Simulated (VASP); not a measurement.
OSZICAR of a VASP run on AsPt (a trial cell in the rocksalt structure, space group Fm-3m):

OSZICAR:
```
       N       E                     dE             d eps       ncg     rms          rms(c)
DAV:   1     0.491393835084E+02    0.49139E+02   -0.59019E+03   638   0.951E+02
DAV:   2    -0.916338489274E+01   -0.58303E+02   -0.53142E+02   770   0.185E+02
DAV:   3    -0.109641296489E+02   -0.18007E+01   -0.17716E+01   764   0.308E+01
DAV:   4    -0.109792566876E+02   -0.15127E-01   -0.15123E-01   704   0.320E+00
DAV:   5    -0.109794265847E+02   -0.16990E-03   -0.16989E-03   757   0.347E-01    0.614E+00
DAV:   6    -0.108923228835E+02    0.87104E-01   -0.61599E-02   680   0.216E+00    0.474E+00
DAV:   7    -0.108378261110E+02    0.54497E-01   -0.36353E-02   674   0.160E+00    0.370E+00
DAV:   8    -0.108030325152E+02    0.34794E-01   -0.18743E-02   695   0.117E+00    0.292E+00
DAV:   9    -0.107802888571E+02    0.22744E-01   -0.10362E-02   668   0.879E-01    0.234E+00
DAV:  10    -0.107652038300E+02    0.15085E-01   -0.59375E-03   686   0.673E-01    0.188E+00
DAV:  11    -0.107550916144E+02    0.10112E-01   -0.34328E-03   668   0.520E-01    0.153E+00
DAV:  12    -0.107482554091E+02    0.68362E-02   -0.20746E-03   683   0.406E-01    0.125E+00
DAV:  13    -0.107436024432E+02    0.46530E-02   -0.12911E-03   656   0.320E-01    0.102E+00
DAV:  14    -0.107404156811E+02    0.31868E-02   -0.82712E-04   683   0.254E-01    0.845E-01
DAV:  15    -0.107382198072E+02    0.21959E-02   -0.54899E-04   664   0.204E-01    0.700E-01
DAV:  16    -0.107366967549E+02    0.15231E-02   -0.36863E-04   688   0.165E-01    0.581E-01
DAV:  17    -0.107356326939E+02    0.10641E-02   -0.25491E-04   673   0.135E-01    0.484E-01
DAV:  18    -0.107348833498E+02    0.74934E-03   -0.17966E-04   694   0.111E-01    0.405E-01
DAV:  19    -0.107343510228E+02    0.53233E-03   -0.12886E-04   679   0.922E-02    0.340E-01
DAV:  20    -0.107339693184E+02    0.38170E-03   -0.93384E-05   680   0.771E-02    0.286E-01
DAV:  21    -0.107336929426E+02    0.27638E-03   -0.68569E-05   685   0.648E-02    0.241E-01
DAV:  22    -0.107334908490E+02    0.20209E-03   -0.50623E-05   680   0.547E-02    0.204E-01
DAV:  23    -0.107333416356E+02    0.14921E-03   -0.37753E-05   691   0.465E-02    0.173E-01
DAV:  24    -0.107332304426E+02    0.11119E-03   -0.28218E-05   683   0.397E-02    0.147E-01
DAV:  25    -0.107331468688E+02    0.83574E-04   -0.21262E-05   691   0.340E-02    0.125E-01
DAV:  26    -0.107330835665E+02    0.63302E-04   -0.16029E-05   689   0.292E-02    0.107E-01
DAV:  27    -0.107330352925E+02    0.48274E-04   -0.12167E-05   691   0.252E-02    0.920E-02
DAV:  28    -0.107329982624E+02    0.37030E-04   -0.92313E-06   686   0.218E-02    0.791E-02
DAV:  29    -0.107329697207E+02    0.28542E-04   -0.70479E-06   694   0.189E-02    0.682E-02
DAV:  30    -0.107329476318E+02    0.22089E-04   -0.53750E-06   671   0.164E-02    0.589E-02
DAV:  31    -0.107329304851E+02    0.17147E-04   -0.41227E-06   656   0.143E-02    0.510E-02
DAV:  32    -0.107329171417E+02    0.13343E-04   -0.31600E-06   659   0.124E-02    0.443E-02
DAV:  33    -0.107329067401E+02    0.10402E-04   -0.24309E-06   641   0.109E-02    0.386E-02
DAV:  34    -0.107328986154E+02    0.81247E-05   -0.18302E-06   508   0.951E-03    0.337E-02
DAV:  35    -0.107328922628E+02    0.63525E-05   -0.14940E-06   446   0.858E-03    0.294E-02
DAV:  36    -0.107328872978E+02    0.49650E-05   -0.12740E-06   346   0.787E-03    0.258E-02
DAV:  37    -0.107328834289E+02    0.38689E-05   -0.92842E-07   337   0.669E-03    0.226E-02
DAV:  38    -0.107328804066E+02    0.30223E-05   -0.71675E-07   328   0.582E-03    0.199E-02
DAV:  39    -0.107328780483E+02    0.23584E-05   -0.55513E-07   328   0.514E-03    0.176E-02
DAV:  40    -0.107328762072E+02    0.18410E-05   -0.44973E-07   331   0.460E-03    0.155E-02
DAV:  41    -0.107328747738E+02    0.14334E-05   -0.35321E-07   328   0.408E-03    0.137E-02
DAV:  42    -0.107328736584E+02    0.11154E-05   -0.28395E-07   325   0.365E-03    0.121E-02
DAV:  43    -0.107328727912E+02    0.86720E-06   -0.22492E-07   319   0.324E-03
   1 F= -.10732873E+02 E0= -.10731699E+02  d E =-.234850E-02
```

Problem. Which electronic solver shows in the log?

Solution. It is blocked Davidson (ALGO = Normal, or the opening steps of other solvers). The INCAR had ALGO = Normal.

Problem. Can the final energy be trusted as converged?

Solution. The calculation finished and met its thresholds. It stopped with EDIFF = 1E-6, NELM = 100 (PBE GGA, plane waves, VASP's PBE PAW potentials (set 64)).

The structure was generated: AsPt was put into the rocksalt type (Fm-3m), which need not be its known phase. The cell was not relaxed at this level. The run is one of a series of settings (AMIX = 0.2, BMIX = 3.0, IMIX = 1 against the base run), some of them coarse on purpose. The electron count is odd and the run is not spin-polarised, which forces a metal.
